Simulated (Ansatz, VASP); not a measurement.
## Two plane-wave programs on GeCN2

```
CELL_PARAMETERS angstrom
1.79379 1.03565 4.92196
-1.79379 1.03565 4.92196
0.00000 -2.07129 4.92196
ATOMIC_POSITIONS crystal
Ge 0.00000 0.00000 0.00000
C 0.50000 0.50000 0.50000
N 0.41610 0.41610 0.41610
N 0.58390 0.58390 0.58390
```

The cell comes from a database or a generator and needn't be the stable form of this composition.

Alike in both runs: task single point; functional r2SCAN; k mesh 6 × 6 × 6; no spin polarisation.

|  | VASP | Ansatz |
| --- | --- | --- |
| version | VASP 6.6.1 | Ansatz 0.2.0 |
| potentials or method | VASP PAW PBE potentials, release 64 (Ge_d, C, N) | plane waves, PAW |
| plane-wave cutoff (eV) | 520 | 500 |
| occupations | gaussian, width 0.01 eV | fixed |
| valence electrons in the cell | 28 | 28 |

Ansatz gave:

| Property | Result |
| --- | --- |
| pressure (GPa) | -3.2 |
| largest component of the traceless stress (GPa) | 2.72 |

Q: What did VASP give for the same quantities?

A: Pressure (GPa): -3.0; largest component of the traceless stress (GPa): 1.65.

Caveats: the standard files for N, O and F lose accuracy on very short bonds; the PAW data sets were made with another functional, which shifts forces and pressure a little (VASP). r2SCAN opens gaps a little over a GGA but as a rule still falls short of measured ones. A k mesh can miss the band edges.
